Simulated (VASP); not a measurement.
Calculation: PBEsol GGA, VASP's PBE PAW potentials (set 64) (plane waves; VASP).

A VASP calculation is set up with these files.

POSCAR:
```
Ge6Si2
1
   -0.0000000000     2.8069766253     2.8069766253
    2.8069766253    -0.0000000000     2.8069766253
   11.1895490619    11.1895490619     0.0383574392
Si Ge
2 6
Direct
  0.9956944311   0.9956944311   0.0032291767
  0.2543055689   0.2543055689   0.0592708233
  0.0060520789   0.0060520789   0.2454609408
  0.2534478032   0.2534478032   0.3099141476
  0.0008449415   0.0008449415   0.4993662939
  0.2491550585   0.2491550585   0.5631337061
  0.9965521968   0.9965521968   0.7525858524
  0.2439479211   0.2439479211   0.8170390592
```

KPOINTS:
```
Automatic mesh
0
Gamma
6 6 2
0 0 0
```

### INCAR
```
ALGO = Normal
EDIFF = 1E-6
EDIFFG = -0.02
ENCUT = 400
GGA = PS
IBRION = 2
ISIF = 3
ISMEAR = 0
LASPH = .TRUE.
LCHARG = .FALSE.
LMAXMIX = 4
LREAL = .FALSE.
LWAVE = .FALSE.
NELM = 100
NSW = 60
PREC = Accurate
SIGMA = 0.05
SYSTEM = Ge6Si2
```

POTCAR, in this order: Si Ge_d (PBE.64 set). Program: vasp_std.

Task: Predict the energy per atom (σ→0), volume per atom, band gap (on the k-mesh).

Result: 
```
Quantity                           Value
------------------------  --------------
energy per atom (σ→0)     -5.117 eV/atom
band gap (on the k-mesh)         0.23 eV
volume per atom            21.95 Å³/atom
```

**OSZICAR**
```
...
DAV:   1    -0.409397511287E+02   -0.11079E-02   -0.51298E-02  3320   0.137E+00    0.185E-01
DAV:   2    -0.409391564612E+02    0.59467E-03   -0.23812E-03  2928   0.697E-01    0.113E-01
DAV:   3    -0.409387856306E+02    0.37083E-03   -0.93321E-04  3134   0.438E-01    0.162E-02
DAV:   4    -0.409388170980E+02   -0.31467E-04   -0.42101E-04  2719   0.324E-01    0.128E-02
DAV:   5    -0.409388180601E+02   -0.96208E-06   -0.56412E-05  2929   0.140E-01    0.962E-03
DAV:   6    -0.409388157478E+02    0.23122E-05   -0.15736E-05  2946   0.123E-01    0.225E-03
DAV:   7    -0.409388161286E+02   -0.38074E-06   -0.56818E-06  2379   0.438E-02
   5 F= -.40938816E+02 E0= -.40938813E+02  d E =-.173190E-03
```

The structure was generated: Ge6Si2 was put into an ordered model structure (R-3m), which need not be its known phase. This run relaxes it. Symmetry was kept, so distortions that lower it aren't found. The start is the result of an earlier pass.
